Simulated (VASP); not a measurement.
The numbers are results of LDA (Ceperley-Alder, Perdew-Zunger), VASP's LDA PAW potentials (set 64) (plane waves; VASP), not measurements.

VASP input:

**KPOINTS**
```
Automatic mesh
0
Gamma
6 6 1
0 0 0
```

**INCAR**
```
ENCUT  =  300
EDIFF  =  1E-6
SYSTEM  =  HgTe
ALGO  =  Normal   # blocked Davidson
LWAVE  =  F
LREAL  =  F
SIGMA  =  0.272   # width (eV)
LASPH  =  T
ISMEAR  =  0
PREC  =  Accurate
ISIF  =  2   # forces and stress, cell fixed
LMAXMIX  =  6   # l cut-off of mixed one-centre charges
NELM  =  100   # most electronic steps
LCHARG  =  F
```

File POSCAR:
```
HgTe
1
    4.6875630000     0.0000000000     0.0000000000
   -2.3437820000     4.0595490000     0.0000000000
    0.0000000000     0.0000000000    14.0000000000
Hg Te
1 1
Direct
  0.6666670000   0.3333330000   0.5000000000
  0.3333330000   0.6666670000   0.5000000000
```

POTCAR, in this order: Hg Te (LDA.64 set). Program: vasp_std.

The cell holds a wide vacuum, so values per volume refer to the whole cell. Unless said otherwise, spin-orbit coupling is left out, though it shifts the bands of the heavy elements here.

Q: What does the run give for the energy per atom (σ→0), band gap (on the k-mesh)?

A: 
- energy per atom (σ→0): -2.188 eV/atom
- band gap (on the k-mesh): none (metal, semimetal or under 0.01 eV)

### OSZICAR
```
...
DAV:  10    -0.438346379544E+01   -0.19512E-03   -0.45322E-04   192   0.210E-01    0.709E-02
DAV:  11    -0.438379086518E+01   -0.32707E-03   -0.20201E-04   212   0.110E-01    0.719E-02
DAV:  12    -0.438382893890E+01   -0.38074E-04   -0.13208E-05   227   0.304E-02    0.389E-02
DAV:  13    -0.438398648527E+01   -0.15755E-03   -0.11516E-04   202   0.417E-02    0.413E-02
DAV:  14    -0.438398944262E+01   -0.29573E-05   -0.16752E-06   192   0.102E-02    0.322E-02
DAV:  15    -0.438400695769E+01   -0.17515E-04   -0.17539E-05   202   0.140E-02    0.207E-02
DAV:  16    -0.438400655004E+01    0.40766E-06   -0.31372E-07   171   0.507E-03
   1 F= -.43840066E+01 E0= -.43757648E+01  d E =-.164835E-01
```

The cell is a sheet with vacuum, built from a generated structure.
